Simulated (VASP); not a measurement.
Output of a VASP run:

OSZICAR:
```
       N       E                     dE             d eps       ncg     rms          rms(c)
DAV:   1     0.121793018572E+03    0.12179E+03   -0.97424E+03   818   0.162E+03
DAV:   2     0.177711423552E+01   -0.12002E+03   -0.11772E+03   848   0.370E+02
DAV:   3    -0.804785347290E+01   -0.98250E+01   -0.97503E+01  1070   0.959E+01
DAV:   4    -0.828812191719E+01   -0.24027E+00   -0.24021E+00   916   0.167E+01
DAV:   5    -0.829862643160E+01   -0.10505E-01   -0.10504E-01  1152   0.329E+00    0.620E+00
DAV:   6    -0.826245511368E+01    0.36171E-01   -0.74659E-02  1134   0.278E+00    0.385E+00
DAV:   7    -0.825952123005E+01    0.29339E-02   -0.39309E-02  1052   0.166E+00    0.433E-01
DAV:   8    -0.825847682067E+01    0.10444E-02   -0.73331E-03   992   0.913E-01    0.177E-01
DAV:   9    -0.825854744963E+01   -0.70629E-04   -0.43153E-04   998   0.228E-01    0.745E-02
DAV:  10    -0.825853488001E+01    0.12570E-04   -0.48308E-05  1066   0.870E-02    0.317E-02
DAV:  11    -0.825853421662E+01    0.66339E-06   -0.83942E-06   998   0.326E-02
   1 F= -.47060216E+01 E0= -.47060215E+01  d E =-.470602E+01
       N       E                     dE             d eps       ncg     rms          rms(c)
DAV:   1    -0.106727534266E+02   -0.24142E+01   -0.55316E+01  1022   0.112E+02    0.108E+01
DAV:   2    -0.833887020434E+01    0.23339E+01   -0.47971E+00   992   0.463E+01    0.403E+00
DAV:   3    -0.784677004853E+01    0.49210E+00   -0.11857E+00  1016   0.190E+01    0.937E-01
DAV:   4    -0.782608124985E+01    0.20689E-01   -0.64917E-02  1120   0.228E+00    0.831E-01
DAV:   5    -0.782143577387E+01    0.46455E-02   -0.29526E-03   966   0.558E-01    0.340E-01
DAV:   6    -0.782057378372E+01    0.86199E-03   -0.75142E-04  1246   0.266E-01    0.375E-02
DAV:   7    -0.782055918549E+01    0.14598E-04   -0.57386E-05  1050   0.940E-02    0.179E-02
DAV:   8    -0.782055688192E+01    0.23036E-05   -0.73883E-06   900   0.334E-02    0.342E-03
DAV:   9    -0.782055586168E+01    0.10202E-05   -0.85811E-07   442   0.118E-02    0.191E-03
DAV:  10    -0.782055574050E+01    0.12117E-06   -0.12207E-07   412   0.563E-03
   2 F= -.46970490E+01 E0= -.46964462E+01  d E =0.897262E-02
       N       E                     dE             d eps       ncg     rms          rms(c)
DAV:   1    -0.881499690891E+01   -0.99444E+00   -0.17155E+01  1016   0.797E+01    0.516E+00
DAV:   2    -0.825173040050E+01    0.56327E+00   -0.94606E-01   986   0.179E+01    0.211E+00
DAV:   3    -0.810506659193E+01    0.14666E+00   -0.41572E-01  1054   0.106E+01    0.380E-01
DAV:   4    -0.810104612325E+01    0.40205E-02   -0.13648E-02   844   0.111E+00    0.506E-01
DAV:   5    -0.809897340341E+01    0.20727E-02   -0.14897E-03  1216   0.379E-01    0.135E-01
DAV:   6    -0.809883583704E+01    0.13757E-03   -0.37195E-04  1016   0.347E-01    0.210E-02
DAV:   7    -0.809882992023E+01    0.59168E-05   -0.17126E-05   998   0.548E-02    0.599E-03
DAV:   8    -0.809882987687E+01    0.43357E-07   -0.26568E-06   532   0.242E-02
   3 F= -.47603015E+01 E0= -.47599959E+01  d E =-.542799E-01
```

### OUTCAR
```
------------------------ aborting loop because EDIFF is reached ----------------------------------------
  FORCE on cell =-STRESS in cart. coord.  units (eV):
  Direction    XX          YY          ZZ          XY          YZ          ZX
  --------------------------------------------------------------------------------------
  Total        3.3572353      3.3572353      3.3572353      0.0000000      0.0000000     -0.0000000
  in kB      100.5603351    100.5603351    100.5603351      0.0000000      0.0000000     -0.0000000
  external PRESSURE =       0.5603351 kB  Pullay stress =     100.0000000 kB
  volume of cell :       53.49
      direct lattice vectors                 reciprocal lattice vectors
     0.000000000  2.990509725  2.990509725    -0.167195577  0.167195577  0.167195577
     2.990509725  0.000000000  2.990509725     0.167195577 -0.167195577  0.167195577
     2.990509725  2.990509725  0.000000000     0.167195577  0.167195577 -0.167195577
 POSITION                                       TOTAL-FORCE (eV/Angst)
 -----------------------------------------------------------------------------------
      0.00000      0.00000      0.00000         0.000000      0.000000     -0.000000
      2.99051      2.99051      2.99051        -0.000000     -0.000000      0.000000
 -----------------------------------------------------------------------------------
    total drift:                                0.000000     -0.000000     -0.000000
  FREE ENERGIE OF THE ION-ELECTRON SYSTEM (eV)
  ---------------------------------------------------
  free  energy   TOTEN  =        -8.0988298769 eV

  energy  without entropy=       -8.0982186512  energy(sigma->0) =       -8.09852426
  enthalpy is  TOTEN    =        -4.7603015126 eV   P V=        3.3385283643

 reached required accuracy - stopping structural energy minimisation
```
(Selected blocks of OUTCAR.)

**POSCAR**
```
SnTe
1
    0.0000000000     3.0530839056     3.0530839056
    3.0530839056     0.0000000000     3.0530839056
    3.0530839056     3.0530839056     0.0000000000
Sn Te
1 1
Direct
  0.0000000000   0.0000000000   0.0000000000
  0.5000000000   0.5000000000   0.5000000000
```

Question: Reconstruct the remaining input files.

Answer: This is not unique; one that fits is the input of the run itself, PBEsol GGA, plane waves, VASP's PBE PAW potentials (set 64).

INCAR:
```
SYSTEM = SnTe
PREC = Accurate
ENCUT = 500
EDIFF = 1E-6
NELM = 100
ALGO = Normal
LREAL = .FALSE.
LASPH = .TRUE.
ISMEAR = 0
SIGMA = 0.05
GGA = PS
LMAXMIX = 4
LWAVE = .FALSE.
LCHARG = .FALSE.
IBRION = 2
ISIF = 3
NSW = 40
EDIFFG = -0.02
PSTRESS = 100
```

File KPOINTS:
```
Regular mesh
0
Gamma
  8 8 8
```

POTCAR, in this order: Sn_d Te (PBE.64 set). Program: vasp_std.

Energy and stress use the plane-wave basis of the starting cell.

The structure was generated: SnTe was put into the rock salt type (Fm-3m), which need not be its known phase. This run relaxes it under an external pressure of 10 GPa. Symmetry was kept, so distortions that lower it aren't found.
